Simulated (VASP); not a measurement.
A convergence study with VASP on PbSe (rock salt): one setting is varied, all else stays as given below, so the limit is that of these other settings.

```
CELL_PARAMETERS angstrom
      0.00000     3.06000     3.06000
      3.06000     0.00000     3.06000
      3.06000     3.06000     0.00000
ATOMIC_POSITIONS crystal
  Pb 0.00000 0.00000 0.00000
  Se 0.50000 0.50000 0.50000
```

Level of theory: PBEsol GGA, VASP's PBE PAW potentials (set 64) (plane waves; VASP). The tightest run used: 550 eV cut-off, 16×16×16 Γ-centred mesh, Gaussian smearing of 0.050 eV, potentials Pb_d Se.

Question: The settings run are 1×1×1 mesh; 2×2×2 mesh; 3×3×3 mesh; 4×4×4 mesh; 5×5×5 mesh; 6×6×6 mesh; 7×7×7 mesh; 8×8×8 mesh; 9×9×9 mesh; 10×10×10 mesh; 11×11×11 mesh; 12×12×12 mesh; 13×13×13 mesh; 14×14×14 mesh; 15×15×15 mesh; 16×16×16 mesh. From which on does the stress (every component) stay within 0.1 GPa of the tightest run?

Answer: From 6×6×6 mesh on: it is off by 0.06 there and by no more than 0.1 in any finer run, while 5×5×5 mesh is off by 0.20.
```json
[
 {"setting": "1×1×1 mesh", "E (eV/atom)": "-2.0124", "pressure (GPa)": "21.32", "irreducible k-points": "1", "difference judged (GPa)": "21.74"},
 {"setting": "2×2×2 mesh", "E (eV/atom)": "-3.6633", "pressure (GPa)": "5.28", "irreducible k-points": "3", "difference judged (GPa)": "5.70"},
 {"setting": "3×3×3 mesh", "E (eV/atom)": "-4.5193", "pressure (GPa)": "-1.44", "irreducible k-points": "4", "difference judged (GPa)": "1.01"},
 {"setting": "4×4×4 mesh", "E (eV/atom)": "-4.4539", "pressure (GPa)": "-0.44", "irreducible k-points": "8", "difference judged (GPa)": "0.02"},
 {"setting": "5×5×5 mesh", "E (eV/atom)": "-4.4651", "pressure (GPa)": "-0.63", "irreducible k-points": "10", "difference judged (GPa)": "0.20"},
 {"setting": "6×6×6 mesh", "E (eV/atom)": "-4.4602", "pressure (GPa)": "-0.49", "irreducible k-points": "16", "difference judged (GPa)": "0.06"},
 {"setting": "7×7×7 mesh", "E (eV/atom)": "-4.4596", "pressure (GPa)": "-0.50", "irreducible k-points": "20", "difference judged (GPa)": "0.08"},
 {"setting": "8×8×8 mesh", "E (eV/atom)": "-4.4585", "pressure (GPa)": "-0.44", "irreducible k-points": "29", "difference judged (GPa)": "0.02"},
 {"setting": "9×9×9 mesh", "E (eV/atom)": "-4.4585", "pressure (GPa)": "-0.46", "irreducible k-points": "35", "difference judged (GPa)": "0.03"},
 {"setting": "10×10×10 mesh", "E (eV/atom)": "-4.4581", "pressure (GPa)": "-0.43", "irreducible k-points": "47", "difference judged (GPa)": "0.00"},
 {"setting": "11×11×11 mesh", "E (eV/atom)": "-4.4581", "pressure (GPa)": "-0.44", "irreducible k-points": "56", "difference judged (GPa)": "0.02"},
 {"setting": "12×12×12 mesh", "E (eV/atom)": "-4.4580", "pressure (GPa)": "-0.43", "irreducible k-points": "72", "difference judged (GPa)": "0.00"},
 {"setting": "13×13×13 mesh", "E (eV/atom)": "-4.4580", "pressure (GPa)": "-0.43", "irreducible k-points": "84", "difference judged (GPa)": "0.01"},
 {"setting": "14×14×14 mesh", "E (eV/atom)": "-4.4579", "pressure (GPa)": "-0.43", "irreducible k-points": "104", "difference judged (GPa)": "0.00"},
 {"setting": "15×15×15 mesh", "E (eV/atom)": "-4.4580", "pressure (GPa)": "-0.43", "irreducible k-points": "120", "difference judged (GPa)": "0.00"},
 {"setting": "16×16×16 mesh", "E (eV/atom)": "-4.4579", "pressure (GPa)": "-0.43", "irreducible k-points": "145", "difference judged (GPa)": "0.00"}
]
```

Left out are rungs that failed or repeat a setting and relaxations that didn't move; long series are thinned to 24 rows.

The compound is PbSe in the rock salt structure. The cell was not relaxed at this level.
